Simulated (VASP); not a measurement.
Method: PBEsol GGA, VASP's PBE PAW potentials (set 64) (plane waves; VASP 6.6.1). Each cell was relaxed at this level, without spin-orbit coupling.

Q: Which of these comes out without a gap?
A) Ag, Fm-3m (225)
B) WSe2, P6_3/mmc (194)
C) GaP, F-43m (216)
D) NaH, Fm-3m (225)

A: A, Ag, Fm-3m (225). The others have gaps of 3.63 eV (NaH, Fm-3m (225)), 1.45 eV (GaP, F-43m (216)), 1.00 eV (WSe2, P6_3/mmc (194)).
